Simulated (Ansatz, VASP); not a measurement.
## Cross-check of HfB2 between VASP and Ansatz

Aim: how closely do two programs agree when they are given the same cell, functional and k mesh? The structure shown is the end of the Ansatz relaxation below.

Calculated with Ansatz 0.2.0; plane waves, with VASP 6.6.1 beside it; single point at PBEsol.

### 1. Set-up

The structure is hexagonal, space group P6/mmm (No. 191). Conventional cell: a = 3.252 Å, b = 3.252 Å, c = 3.372 Å, α = 90.00°, β = 90.00°, γ = 120.00°. Nearest to B lie 3 B at 1.88 Å and 6 Hf at 2.52 Å. Nearest to Hf lie 12 B at 2.52 Å. Farther neighbours are not listed.

### 2. Ansatz: relaxation, PBEsol

Ansatz runs on its PAW soft_1 files.

This run makes the geometry at which the two programs are then compared.

File input.yaml:

```yaml
crystal:
  lattice:
    - [3.2522426833, 0.0, 0.0]
    - [-1.6261213416, 2.816524783, 0.0]
    - [0.0, 0.0, 3.3901848342]
  atoms:
    - { symbol: B, position: [0.3333333333, 0.6666666667, 0.5] }
    - { symbol: B, position: [0.6666666667, 0.3333333333, 0.5] }
    - { symbol: Hf, position: [0.0, 0.0, 0.0] }
kpoints:
  mp_grid: { grid: [15, 15, 12] }
hamiltonian:
  xc: pbesol
  pseudopotentials: { kind: paw, azcp: { folder: soft_1 }, xc_functional: pbe }
scf:
  occupations: { method: methfessel_paxton, width: 0.2 }
output:
  forces: true
  stress: true
  eigenvalues: true
relax:
  adjacent_minimum: "off"
  f_tol: 0.001
  max_steps: 60
  cell: { stress_tol: 0.01, fix: [a, b, gamma] }
```

Started as:

```bash
$ ansatz run input.yaml --threads 4 --pin off --max-ram 10240MiB --backend cpu --events-out ev --progress --plain --runs-dir out
```

Numbers of over 12 decimals in the logs are rounded to 6 here.

The program printed:

```text
Engine: ansatz 0.2.0, aarch64-unknown-linux-gnu
Pseudopotentials: kind: paw
Pseudopotential: B, paw, valence charge 3, recommended cutoff 420 eV (normal), soft_1/B.paw.azcp
Pseudopotential: Hf, paw, valence charge 26, recommended cutoff 420 eV (normal), soft_1/Hf.paw.azcp
Functional definition: PBEsol
  exchange = pbesol_x
  correlation = pbesol_c
Crystal: 3 atoms, lattice volume = 31.054 Å³
Basis set: ecut = 420 eV, 623 PW (Γ), exchange–correlation on 48×48×48 points (8 copies of the dense FFT grid, shifted against one another)
Bands: 20, of which v1, the nominal top of the filled ones, is band 16 counted from 1 (15 counted from 0)
Symmetry: 24 space group operations
Space group: P6/mmm (ITA 191), of the structure as read, at distance tolerance 3.1e-5 Å
k-points: 189 of 2700
Non-local potential: B, projectors of the file, l = 0: 2, l = 1: 2, l = 2: 1
Non-local potential: Hf, projectors of the file, l = 0: 3, l = 1: 2, l = 2: 2, l = 3: 3
PAW form: soft (Blöchl's): semilocal exchange-correlation on the pseudo side does not see the compensation charge
PAW frozen core: B, regenerated for the run's functional, and the local potential with it (the file was generated under x = pbe(κ = 0.804, μ = 0.219515), c = pbe(β = 0.066725))
PAW frozen core: Hf, regenerated for the run's functional, and the local potential with it (the file was generated under x = pbe(κ = 0.804, μ = 0.219515), c = pbe(β = 0.066725))
PAW one-centre angular grid: B, 110 points (default); XC on 64 Gauss nodes
PAW one-centre angular grid: Hf, 590 points (default); XC on 64 Gauss nodes
Initial density: superposition of atomic densities (chi_scale 0.1, normalization cell, long waves kept (reshape's long-wave potential 0.00 eV rms))
Initial wavefunctions: pseudopotential atomic-orbital guess
Functional: x = pbesol(κ = 0.804, μ = 0.123457), c = pbesol(β = 0.046)
SCF iter   1: F=—  HF=-15907.670185 eV  |F-HF|=—  |Δ(HF+E_count)|=         —  Δρ=5.58e-2  dr2=1.48e0  ethr=3.10e-3  ⟨swp⟩=4.6  Hψ=14955  notcnv=0
preconditioner: auto → none  [metal: Δε(μ)=0.015 eV  Ē_g=16.490 eV  σ=0.200 eV  W_gap=0.07  n_scr=8 (ndim 8)  ℏωp=36.5 eV  f_vac=0.000  D(μ)=0.32/eV (n_scr^D=0)  sad-step TF]
SCF iter   2: F=—  HF=-15907.360406 eV  |F-HF|=—  |Δ(HF+E_count)|=   3.10e-1  S|Δr|=    0.00e0  Δρ=2.94e-2  dr2=4.26e-1  ethr=3.10e-3  ⟨swp⟩=2.9  Hψ=7703  notcnv=0
SCF iter   3: F=—  HF=-15907.260592 eV  |F-HF|=—  |Δ(HF+E_count)|=   9.98e-2  S|Δr|=    0.00e0  Δρ=9.37e-3  dr2=1.77e-2  ethr=1.33e-3  ⟨swp⟩=2.0  Hψ=7641  notcnv=0
SCF iter   4: F=—  HF=-15907.216248 eV  |F-HF|=—  |Δ(HF+E_count)|=   4.43e-2  S|Δr|=    0.00e0  Δρ=2.70e-3  dr2=1.14e-3  ethr=5.54e-5  ⟨swp⟩=2.8  Hψ=8257  notcnv=0
SCF iter   5: F=—  HF=-15907.218736 eV  |F-HF|=—  |Δ(HF+E_count)|=   2.49e-3  S|Δr|=    0.00e0  Δρ=7.41e-4  dr2=1.91e-4  ethr=3.56e-6  ⟨swp⟩=2.1  Hψ=6885  notcnv=0
SCF iter   6: F=—  HF=-15907.218594 eV  |F-HF|=—  |Δ(HF+E_count)|=   1.43e-4  S|Δr|=    0.00e0  Δρ=9.40e-5  dr2=4.48e-6  ethr=5.98e-7  ⟨swp⟩=2.1  Hψ=6869  notcnv=0
SCF iter   7: F=—  HF=-15907.218587 eV  |F-HF|=—  |Δ(HF+E_count)|=   6.48e-6  S|Δr|=    0.00e0  Δρ=2.16e-5  dr2=1.26e-7  ethr=1.40e-8  ⟨swp⟩=2.6  Hψ=6824  notcnv=0
SCF iter   8: F=-15907.218587 eV  HF=-15907.218587 eV  |F-HF|=1.15e-10  |Δ(HF+E_count)|=   1.42e-7  S|Δr|=    0.00e0  Δρ=2.37e-6  dr2=5.58e-10  ethr=3.13e-10  ⟨swp⟩=7.9  Hψ=20418  notcnv=0
SCF 1 converged in 8 iterations: F = -15907.218587 eV  dr2 = 5.58e-10
  greatest PAW one-centre occupation: 0.998 electrons in one spin orbital (limit 2), on the Hf atom at site 2 (counted from 0), in its partial waves of l = 0
relax step   1: F+E_penalty+E_count = -15907.21858724 eV  Δ(F+E_penalty+E_count) = +0.000e0 eV  max|allowed force component| = 1.419e-16 eV/Å  Δτ_max = 0.0000 Å  P = -15.124 GPa  Ω = 31.054 Å³  fix = [a, b, gamma]  reactions: a -21.566, b -21.566 GPa  (8 SCF iters, dr2 threshold 1.00e-7 eV, accepted)
[...]
relax step   4: F+E_penalty+E_count = -15907.21988269 eV  Δ(F+E_penalty+E_count) = -1.578e-6 eV  max|allowed force component| = 9.252e-17 eV/Å  Δτ_max = 0.0000 Å  P = -14.035 GPa  Ω = 30.887 Å³  energy of the carried Pulay correction = +1.184e-4 eV  fix = [a, b, gamma]  reactions: a -21.051, b -21.051 GPa  (4 SCF iters, dr2 threshold 1.68e-9 eV, accepted)
[...]
relax step   5: F+E_penalty+E_count = -15907.21977110 eV  Δ(F+E_penalty+E_count) = +1.116e-4 eV  max|allowed force component| = 3.701e-17 eV/Å  Δτ_max = 0.0000 Å  P = -14.040 GPa  Ω = 30.887 Å³  fix = [a, b, gamma]  reactions: a -21.054, b -21.054 GPa  stress off target by 1.16e-2 GPa on what of the cell is left free  SCF on the basis re-selected at this cell (its energy is not comparable with the rows above)  (6 SCF iters)
[...]
relax step   6: F+E_penalty+E_count = -15907.21977173 eV  Δ(F+E_penalty+E_count) = -6.303e-7 eV  max|allowed force component| = 8.018e-17 eV/Å  Δτ_max = 0.0000 Å  P = -14.034 GPa  Ω = 30.886 Å³  energy of the carried Pulay correction = +5.994e-7 eV  fix = [a, b, gamma]  reactions: a -21.051, b -21.051 GPa  (2 SCF iters, dr2 threshold 3.38e-10 eV, accepted)
[...]
relax step   7: F+E_penalty+E_count = -15907.21977147 eV  Δ(F+E_penalty+E_count) = +2.623e-7 eV  max|allowed force component| = 6.785e-17 eV/Å  Δτ_max = 0.0000 Å  P = -14.034 GPa  Ω = 30.886 Å³  fix = [a, b, gamma]  reactions: a -21.051, b -21.051 GPa  stress off target by 1.29e-4 GPa on what of the cell is left free  SCF on the basis re-selected at this cell (its energy is not comparable with the rows above)  (4 SCF iters)
basis re-selected at this cell: Δ(F+E_penalty+E_count) = +2.623e-7 eV, ΔP = -0.000 GPa vs the last step (what re-selecting the basis moved, of the pressure what is left beyond the Pulay correction that the steps carried, after the strain that the cell walked since its last selection, with what the two solves' SCF thresholds leave and, on support functions, any second-order correction that the steps lacked; it is no m [...]
SCF converged after 4 iterations
Stability not checked: this state was not tested for a lower state beside it, because cold or Methfessel-Paxton smearing, or corrected tetrahedra, fill the levels in a way that the test cannot read (fill_not_monotonic; see scf.lower_state_search)
Free energy (F): -15907.219771 eV
Harris-Foulkes:  -15907.219771 eV  (|F-HF|=1.82e-12)
Internal energy: -15907.219344 eV  (E = F + TS)
E sigma→0 (E₀):  -15907.219664 eV
Entropy (-TS):   -0.000428 eV (-0.143 meV/atom)
Fermi energy:    18.365143 eV
--- Per-component energies (eV) ---
  E_band       = 59.293590
  E_kinetic    = 506.654393
  E_local      = -6605.629564  (includes V_loc(G=0)·N_el)
  E_nonlocal   = 81.656221
  E_hartree    = 3238.718282
  E_xc         = -330.755416
  E_vxc        = -333.073788  (∫ρ·V_xc dr)
  E_paw        = -7726.656934  (= ΣΔE_a)
  E_vpaw       = -67.750375  (= ΣTr[D̂ρ^β])
  E_aug_tail   = 0.000144  (compensation charges beyond the density's cutoff)
  E_ewald      = -5072.486947
  E_core_change = 1.280478  (= ΣΔE_core)
  E_smearing   = -0.000428  (= −TS)
  E_closure    = 0.000000  (closes the sum)
  Σ components = -15907.219771   (vs F -15907.219771, Δ=0.00e0)
--- Forces (eV/Å), atoms counted from 1 ---
  atom   1  B     -0.00000000     0.00000000     0.00000000
  atom   2  B      0.00000000    -0.00000000     0.00000000
  atom   3  Hf    -0.00000000     0.00000000     0.00000000
  max |Σ_I F_I| component: 1.85e-17 eV/Å
--- Stress (GPa, compression-positive) ---
      -21.051430       0.000000       0.000000
        0.000000     -21.051430       0.000000
        0.000000       0.000000      -0.000129
  P = ⅓ Tr σ = -14.0343 GPa (-140.343 kbar)
--- Band table (eV; the first three rows and the last of 189) ---
  k-point 0: bands = [... 12 lower, 15.0581, 15.0581, 15.6800, 16.2128, 22.1135, 22.1135, 22.1808, 22.7388]
  k-point 1: bands = [... 12 lower, 14.8413, 15.1357, 15.1357, 17.0032, 21.0906, 21.0906, 22.2057, 23.0661]
  k-point 2: bands = [... 12 lower, 13.7335, 15.3655, 15.3655, 18.0114, 20.0076, 20.0076, 22.2784, 22.3434]
  k-point 188: bands = [... 12 lower, 9.3589, 13.1555, 15.0596, 15.0596, 22.8256, 23.5001, 24.7761, 24.7761]
--- Relaxed structure (5 steps of the walk, 5 accepted, 2 SCFs on fresh bases) ---
  F+E_penalty+E_count = -15907.21977147 eV   max|allowed force component| = 6.785e-17 eV/Å   (the final SCF, on the basis selected at the relaxed cell)
  cell:  # Å, volume = 30.8859 Å³
    - [3.252243, -2.8867515555290533e-11, 0.0]
    - [-1.626121, 2.816525, 0.0]
    - [0.0, 0.0, 3.371818]
  atoms:
    - { symbol: B, position: [0.333333, 0.666667, 0.5] }
    - { symbol: B, position: [0.666667, 0.333333, 0.5] }
    - { symbol: Hf, position: [0, 0, 0.0] }
```

### 3. VASP: single point, PBEsol, pair 1

The same cell, functional, mesh and smearing now go to VASP, with its own data sets.

Lines of VASP's logs that name or quote its potential files are left out, and so is its time.

File INCAR:

```
SYSTEM = HfB2
PREC = Accurate
ENCUT = 500
EDIFF = 1E-06
NELM = 120
ISMEAR = 1
SIGMA = 0.2
LREAL = .FALSE.
ALGO = Normal
GGA = PS
NBANDS = 14
LASPH = .TRUE.
LORBIT = 11
LWAVE = .FALSE.
LCHARG = .FALSE.
ISIF = 2
GGA_COMPAT = .FALSE.
KPAR = 2
```

File POSCAR:

```
HfB2
1.0
    3.2522426833      0.0000000000      0.0000000000
   -1.6261213416      2.8165247830      0.0000000000
    0.0000000000      0.0000000000      3.3718184499
B Hf
2 1
Direct
    0.3333333333      0.6666666667      0.5000000000
    0.6666666667      0.3333333333      0.5000000000
    0.0000000000      0.0000000000      0.0000000000
```

File KPOINTS:

```
Automatic mesh
0
Gamma
15 15 12
0 0 0
```

The projector-augmented-wave data sets are B and Hf_pv (PBE family, release 64).

Started as:

```bash
$ mpirun -np 2 vasp_std
```

The program printed:

```text
[banner, memory and clock lines left out]
running    2 mpi-ranks, on    1 nodes
 distrk:  each k-point on    1 cores,    2 groups
 distr:  one band on    1 cores,    1 groups

 POSCAR found type information on POSCAR B Hf
 POSCAR found :  2 types and       3 ions
|                                                                             |
|               ----> ADVICE to this user running VASP <----                  |
|                                                                             |
|     You enforced a specific xc type in the INCAR file but a different       |
|     [... a line on the potential file left out ...]
|     I HOPE YOU KNOW WHAT YOU ARE DOING!                                     |
|                                                                             |

 LDA part: xc-table for (Slater+PW92), standard interpolation
 POSCAR, INCAR and KPOINTS ok, starting setup
 FFT: planning ... GRIDC
 FFT: planning ... GRID_SOFT
 FFT: planning ... GRID
 WAVECAR not read
 entering main loop
       N       E                     dE             d eps       ncg     rms          rms(c)
DAV:   1     0.262415311847E+02    0.26242E+02   -0.79067E+03  5292   0.104E+03
DAV:   2    -0.280724021061E+02   -0.54314E+02   -0.50821E+02  6754   0.222E+02
DAV:   3    -0.296322171462E+02   -0.15598E+01   -0.15497E+01  7148   0.280E+01
DAV:   4    -0.296403782440E+02   -0.81611E-02   -0.81594E-02  6066   0.244E+00
DAV:   5    -0.296404374216E+02   -0.59178E-04   -0.59173E-04  7068   0.181E-01    0.523E+01
DAV:   6    -0.278106937867E+02    0.18297E+01   -0.30265E+00  6486   0.114E+01    0.373E+01
DAV:   7    -0.277662665436E+02    0.44427E-01   -0.10747E+00  6756   0.722E+00    0.966E+00
DAV:   8    -0.277024875840E+02    0.63779E-01   -0.30663E-01  6366   0.388E+00    0.141E+00
DAV:   9    -0.276994467959E+02    0.30408E-02   -0.20064E-02  6186   0.111E+00    0.261E-01
DAV:  10    -0.276993849304E+02    0.61865E-04   -0.58148E-04  6698   0.196E-01    0.249E-01
DAV:  11    -0.276993878015E+02   -0.28711E-05   -0.40497E-05  6534   0.474E-02    0.655E-02
DAV:  12    -0.276993861300E+02    0.16716E-05   -0.38114E-06  6420   0.152E-02    0.226E-02
DAV:  13    -0.276993862051E+02   -0.75084E-07   -0.15114E-07  3006   0.344E-03
   1 F= -.27699386E+02 E0= -.27699232E+02  d E =-.461301E-03
```

OUTCAR, selected parts (step 3):

```text
ion  position               nearest neighbor table
   1  0.333  0.667  0.500-   2 1.88   2 1.88   2 1.88   3 2.52   3 2.52   3 2.52   3 2.52   3 2.52
                             3 2.52
   2  0.667  0.333  0.500-   1 1.88   1 1.88   1 1.88   3 2.52   3 2.52   3 2.52   3 2.52   3 2.52
                             3 2.52
   3  0.000  0.000  0.000-   1 2.52   2 2.52   1 2.52   2 2.52   1 2.52   1 2.52   2 2.52   2 2.52
                             2 2.52   2 2.52   1 2.52   1 2.52

  LATTYP: Found a hexagonal cell.
 ALAT       =     3.2522426833
 C/A-ratio  =     1.0367671721

 Subroutine GETGRP returns: Found 24 space group operations
 (whereof 24 operations were pure point group operations)

The static configuration has the point symmetry D_6h.

 Found    189 irreducible k-points:

   k-points           NKPTS =    189   k-points in BZ     NKDIM =    189   number of bands    NBANDS=     14

   dimension x,y,z NGX =    24 NGY =   24 NGZ =   28
   dimension x,y,z NGXF=    48 NGYF=   48 NGZF=   56

   ENCUT  =  500.0 eV  36.75 Ry    6.06 a.u.   5.93  5.93  6.15*2*pi/ulx,y,z

   NELECT =      16.0000    total number of electrons

 k-points in reciprocal lattice and weights: Automatic mesh
   0.00000000  0.00000000  0.00000000       0.000
   0.06666667 -0.00000000  0.00000000       0.002
   0.13333333 -0.00000000  0.00000000       0.002
   0.20000000 -0.00000000  0.00000000       0.002
   0.26666667 -0.00000000  0.00000000       0.002
   0.33333333 -0.00000000  0.00000000       0.002
   0.40000000 -0.00000000  0.00000000       0.002
   0.46666667 -0.00000000  0.00000000       0.002
   0.06666667  0.06666667  0.00000000       0.002
[...]
0.33333333  0.26666667  0.50000000       0.004
   0.33333333  0.33333333  0.50000000       0.001

 average (electrostatic) potential at core
       1 -25.7523       2 -25.7523       3 -34.5301

 E-fermi :   7.2889

 k-point     1 :       0.0000    0.0000    0.0000
  band No.  band energies     occupation
    ...
      4      -6.1959      2.00000
      5       3.9979      2.00000
      6       3.9979      2.00000
      7       4.6157      2.00000
      8       5.1004      2.00000
      9      11.0638     -0.00000
     10      11.0638     -0.00000
     11      11.0720     -0.00000
     12      11.6437      0.00000
     13      11.6437      0.00000
    ...

 k-point     2 :       0.0667   -0.0000    0.0000
  band No.  band energies     occupation
    ...
      4      -6.1046      2.00000
      5       3.7367      2.00000
      6       4.0030      2.00000
      7       4.6840      2.00000
      8       5.0108      2.00000
      9      10.8475     -0.00000
     10      11.0077     -0.00000
     11      11.2093     -0.00000
     12      11.2283     -0.00000
     13      11.5387      0.00000
    ...

 k-point     3 :       0.1333   -0.0000    0.0000
  band No.  band energies     occupation
    ...
      4      -5.8366      2.00000
      5       3.0725      2.00000
      6       4.0086      2.00000
      7       4.7819      2.00000
      8       4.8578      2.00000
      9      10.0025     -0.00000
     10      10.8545     -0.00000
     11      10.8548     -0.00000
     12      11.4879      0.00000
     13      12.4358      0.00000
    ...

  Total       -4.0932633     -4.0932633      0.0095626     -0.0000000      0.0000000      0.0000000
  in kB     -212.3340062   -212.3340062      0.4960518     -0.0000000      0.0000000      0.0000000
  external PRESSURE =    -141.3906535 kB  Pullay stress =       0.0000000 kB

  energy-cutoff  :      500.00
  volume of cell :       30.89
      direct lattice vectors                 reciprocal lattice vectors
     3.252242683  0.000000000  0.000000000     0.307480129  0.177523735  0.000000000
    -1.626121342  2.816524783  0.000000000     0.000000000  0.355047471  0.000000000
     0.000000000  0.000000000  3.371818450     0.000000000  0.000000000  0.296575873

 POSITION                                       TOTAL-FORCE (eV/Angst)
 -----------------------------------------------------------------------------------
     -0.00000      1.87768      1.68591        -0.000000      0.000000      0.000000
      1.62612      0.93884      1.68591         0.000000      0.000000      0.000000
      0.00000      0.00000      0.00000        -0.000000      0.000000      0.000000
 -----------------------------------------------------------------------------------
    total drift:                               -0.000000      0.000000      0.000000

  FREE ENERGIE OF THE ION-ELECTRON SYSTEM (eV)
  ---------------------------------------------------
  free  energy   TOTEN  =       -27.6993862051 eV

  energy  without entropy=      -27.6989249045  energy(sigma->0) =      -27.69923244

 total charge
# of ion       s       p       d       tot
------------------------------------------
    1        0.644   1.207   0.000   1.851
    2        0.644   1.207   0.000   1.851
    3        0.286   6.562   1.819   8.667
--------------------------------------------------
tot          1.574   8.977   1.819  12.370

[... 3 further parts left out ...]
```

The run ends at a pressure of -14.14 GPa.

### 4. Comparison

Known differences besides the potentials themselves: the data sets hold 32 valence electrons in Ansatz (on its PAW soft_1 files) and 16 in VASP; the cutoff is 420 eV in Ansatz and 500 eV in VASP; Ansatz makes its cores anew for this functional, VASP keeps those of its PBE data sets; Ansatz's pressure holds a Pulay correction, VASP's none. Total energies have different zeros and are not compared.

Compared:

```
      quantity  Ansatz    VASP  difference
pressure (GPa)  -14.03  -14.14       +0.10
```

### 5. Ansatz: relaxation, PBEsol

This run makes the geometry at which the two programs are then compared. The cell compared in this pair holds 28.67 Å³, against 30.89 Å³ for the pair before.

The structure compared here is the end of the Ansatz relaxation.

input.yaml, the sections that differ from step 2:

```yaml
crystal:
  lattice:
    - [3.139650062, 0.0, 0.0]
    - [-1.569825031, 2.7190167127, 0.0]
    - [0.0, 0.0, 3.3437830508]
  atoms:
    - { symbol: B, position: [0.3333333332, 0.6666666668, 0.5] }
    - { symbol: B, position: [0.6666666668, 0.3333333332, 0.5] }
    - { symbol: Hf, position: [0.0, 0.0, 0.0] }
relax:
  adjacent_minimum: "off"
  f_tol: 0.001
  max_steps: 60
  cell: { stress_tol: 0.01, fix: [c, angles] }
# kpoints, hamiltonian, scf, output: as in step 2
```

Started as:

```bash
$ ansatz run input.yaml --threads 4 --pin off --max-ram 10240MiB --backend cpu --events-out ev --progress --plain --runs-dir out
```

The program printed:

```text
[...]
--- Relaxed structure (3 steps of the walk, 3 accepted, 1 SCFs on fresh bases) ---
[...]
cell:  # Å, volume = 28.6691 Å³
    - [3.146462, -5.267243414018502e-19, 0]
    - [-1.573231, 2.724916, 0]
    - [0, 0, 3.3437830508]
  atoms:
    - { symbol: B, position: [0.333333, 0.666667, 0.5] }
    - { symbol: B, position: [0.666667, 0.333333, 0.5] }
    - { symbol: Hf, position: [0, 0, 0] }
[key lines of the parts left out:]
SCF converged after 6 iterations
Free energy (F): -15907.347711 eV
Fermi energy:    19.808979 eV
P = ⅓ Tr σ = 4.3524 GPa (43.524 kbar)
```

(Part 1 of 2 ends here.)

[Lines on the potential files, build, host, timing and source positions are cut from VASP's logs without a mark.]

[Logs are printed without paths, hosts, clocks, repeated set-up lines and the standing remarks that a program may print on its own settings, such as how far it seeks lower states.]

[Hosts, paths, dates, database ids (printed as entryN), source tags and the programs' standing remarks are cut or masked in the printed files.]
